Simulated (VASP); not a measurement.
Given:

```xyz
2
Lattice="0.0000 2.7277 2.7277 2.7277 0.0000 2.7277 2.7277 2.7277 0.0000" Properties=species:S:1:pos:R:3 pbc="T T T"
Si     0.0000     0.0000     0.0000
Si     1.3638     1.3638     1.3638
```

Computed with optB86b-vdW, VASP's PBE PAW potentials (set 64) (plane waves; VASP 6.6.1). Run with 520 eV cut-off, 9×9×9 Γ-centred mesh, tetrahedra with Blöchl corrections, potentials Si.

**Question.** What does the run give for the energy per atom (σ→0)?

**Answer.** 
energy per atom (σ→0): -4.306 eV/atom

The compound is Si in the diamond structure. It was relaxed first.
